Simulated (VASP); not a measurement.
VASP ran on this input.

POSCAR:
```
MnF2
1
    4.0982311072     0.0000000000     0.0000000000
    0.0000000000     4.0982311072     0.0000000000
    0.0000000000     0.0000000000     2.9634983713
Mn F
2 4
Direct
  0.0000000000   0.0000000000   0.0000000000
  0.5000000000   0.5000000000   0.5000000000
  0.3075662896   0.3075662896   0.0000000000
  0.8075662896   0.1924337104   0.5000000000
  0.1924337104   0.8075662896   0.5000000000
  0.6924337104   0.6924337104   0.0000000000
```

**KPOINTS**
```
Automatic
0
Gamma
  8 8 10
0 0 0
```

### INCAR
```
ALGO = Normal
EDIFF = 1E-6
EDIFFG = -0.02
ENCUT = 620
IBRION = 2
ISIF = 3
ISMEAR = 1
ISPIN = 2
LASPH = .TRUE.
LCHARG = .FALSE.
LMAXMIX = 4
LORBIT = 10
LREAL = .FALSE.
LWAVE = .FALSE.
MAGMOM = 4.4 -4.4 -0.0 2*0.0 -0.0
NELM = 100
NSW = 40
PREC = Accurate
PSTRESS = 450
SIGMA = 0.1
SYSTEM = MnF2
```

POTCAR, in this order: Mn_pv F (LDA.64 set). Program: vasp_std.

### Question
Write an equivalent input for Ansatz.

### Answer
One equivalent input (not run):
Ansatz 0.2 input:
```yaml
crystal:
  lattice:
    - [4.0982311, 0.0000000, 0.0000000]
    - [0.0000000, 4.0982311, 0.0000000]
    - [0.0000000, 0.0000000, 2.9634984]
  atoms:
    - { symbol: Mn, position: [0.0000000, 0.0000000, 0.0000000], spin: 4.4 }
    - { symbol: Mn, position: [0.5000000, 0.5000000, 0.5000000], spin: -4.4 }
    - { symbol: F, position: [0.3075663, 0.3075663, 0.0000000] }
    - { symbol: F, position: [0.8075663, 0.1924337, 0.5000000] }
    - { symbol: F, position: [0.1924337, 0.8075663, 0.5000000] }
    - { symbol: F, position: [0.6924337, 0.6924337, 0.0000000] }
kpoints:
  mp_grid: { grid: [8, 8, 10] }
hamiltonian:
  xc: lda
  pseudopotentials: { kind: paw }
magnetization: { spin_polarized: true }
scf:
  occupations: { method: methfessel_paxton, width: 0.1 }
  max_iter: 100
relax:
  max_steps: 40
  f_tol: 0.02
  cell: { p_target: 45 }
output: { forces: true, stress: true, eigenvalues: true }
```
The two are equivalent in intent, not identical: each code has its own PAW files, so the cut-off isn't converted (ENCUT is set for VASP's; basis.ecutwfc is left out, and Ansatz then takes the one that its files recommend); Ansatz stops its SCF on the density residual and VASP on the energy change (EDIFF); Ansatz's lda is the Perdew-Wang form, while the LDA potentials of VASP carry Perdew-Zunger's.

The compound is MnF2 in the rutile structure. It was relaxed first under an external pressure of 45 GPa.
